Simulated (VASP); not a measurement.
Computed with PBE GGA + U (Dudarev), VASP's PBE PAW potentials (set 64) (plane waves; VASP 6.6.1).

VASP input:

### KPOINTS
```
Regular mesh
0
G
10 10 9
```

File POSCAR:
```
TiB2
3.230
  0.4690402477  -0.8124015480   0.0000000000
  0.4690402477   0.8124015480   0.0000000000
  0.0000000000   0.0000000000   1.0000000000
Ti B
1 2
direct
  0.0000000000   0.0000000000   0.0000000000
  0.3333330000   0.6666670000   0.5000000000
  0.6666670000   0.3333330000   0.5000000000
```

### INCAR
```
# general
SYSTEM    = TiB2
PREC      = Accurate
ENCUT     = 520
LREAL     = .False.
LASPH     = .True.

# electronic loop
EDIFF     = 1E-6
NELM      = 100
ALGO      = Normal
LMAXMIX   = 4

# smearing
ISMEAR    = 1
SIGMA     = 0.1

# functional
GGA       = PE

# DFT+U
LDAU      = .True.
LDAUTYPE  = 2
LDAUL     = 2 -1
LDAUU     = 3.0 0
LDAUJ     = 0 0
LDAUPRINT = 1

# ions
ISIF      = 2

# output
LWAVE     = .False.
LCHARG    = .False.
LORBIT    = 10
```

POTCAR, in this order: Ti_sv B (PBE.64 set). Program: vasp_std.

Output

File OSZICAR:
```
       N       E                     dE             d eps       ncg     rms          rms(c)
DAV:   1     0.131804058122E+03    0.13180E+03   -0.92984E+03  1820   0.159E+03
DAV:   2    -0.177775118657E+02   -0.14958E+03   -0.14605E+03  1865   0.400E+02
DAV:   3    -0.276110650177E+02   -0.98336E+01   -0.96938E+01  2693   0.953E+01
DAV:   4    -0.279343269361E+02   -0.32326E+00   -0.32302E+00  2402   0.157E+01
DAV:   5    -0.279419887151E+02   -0.76618E-02   -0.76612E-02  2666   0.217E+00    0.166E+01
DAV:   6    -0.219321613447E+02    0.60098E+01   -0.27726E+01  2404   0.619E+01    0.367E+00
DAV:   7    -0.220103090929E+02   -0.78148E-01   -0.14462E+00  1998   0.130E+01    0.289E+00
DAV:   8    -0.220202334623E+02   -0.99244E-02   -0.10857E-01  2825   0.300E+00    0.615E-01
DAV:   9    -0.220202305813E+02    0.28810E-05   -0.24686E-02  2381   0.212E+00    0.185E-01
DAV:  10    -0.220200318637E+02    0.19872E-03   -0.45547E-03  2335   0.954E-01    0.119E-01
DAV:  11    -0.220198720742E+02    0.15979E-03   -0.43825E-04  2307   0.238E-01    0.373E-02
DAV:  12    -0.220198666295E+02    0.54447E-05   -0.35066E-05  2302   0.699E-02    0.122E-02
DAV:  13    -0.220198672150E+02   -0.58553E-06   -0.43671E-06  1890   0.213E-02
   1 F= -.22019867E+02 E0= -.22019601E+02  d E =-.797828E-03
```

OUTCAR:
```
------------------------ aborting loop because EDIFF is reached ----------------------------------------
  FORCE on cell =-STRESS in cart. coord.  units (eV):
  Direction    XX          YY          ZZ          XY          YZ          ZX
  --------------------------------------------------------------------------------------
  Total        0.8550936      0.8550936      1.2525550     -0.0000000     -0.0000000      0.0000000
  in kB       53.3464868     53.3464878     78.1428027     -0.0000000     -0.0000000      0.0000000
  external PRESSURE =      61.6119258 kB  Pullay stress =       0.0000000 kB
  volume of cell :       25.68
      direct lattice vectors                 reciprocal lattice vectors
     1.515000000 -2.624057000  0.000000000     0.330033003 -0.190544641  0.000000000
     1.515000000  2.624057000  0.000000000     0.330033003  0.190544641  0.000000000
     0.000000000  0.000000000  3.230000000     0.000000000  0.000000000  0.309597523
 POSITION                                       TOTAL-FORCE (eV/Angst)
 -----------------------------------------------------------------------------------
      0.00000      0.00000      0.00000        -0.000000     -0.000000      0.000000
      1.51500      0.87469      1.61500         0.000000      0.000000      0.000000
      1.51500     -0.87469      1.61500         0.000000     -0.000000     -0.000000
 -----------------------------------------------------------------------------------
    total drift:                                0.000000     -0.000000      0.000000
  FREE ENERGIE OF THE ION-ELECTRON SYSTEM (eV)
  ---------------------------------------------------
  free  energy   TOTEN  =       -22.0198672150 eV

  energy  without entropy=      -22.0190693868  energy(sigma->0) =      -22.01960127

 total charge

# of ion       s       p       d       tot
------------------------------------------
    1        2.183   6.221   1.929  10.333
    2        0.687   1.340   0.000   2.027
    3        0.687   1.340   0.000   2.027
--------------------------------------------------
tot          3.557   8.901   1.929  14.387
```
(Selected blocks of OUTCAR.)

The compound is TiB2 in the AlB2 type structure. The cell was not relaxed at this level. The run is one of a series of settings (LDAU = .TRUE., LDAUJ = 0 0, LDAUL = 2 -1, LDAUTYPE = 2, LDAUU = 3.0 0 against the base run), some of them coarse on purpose.
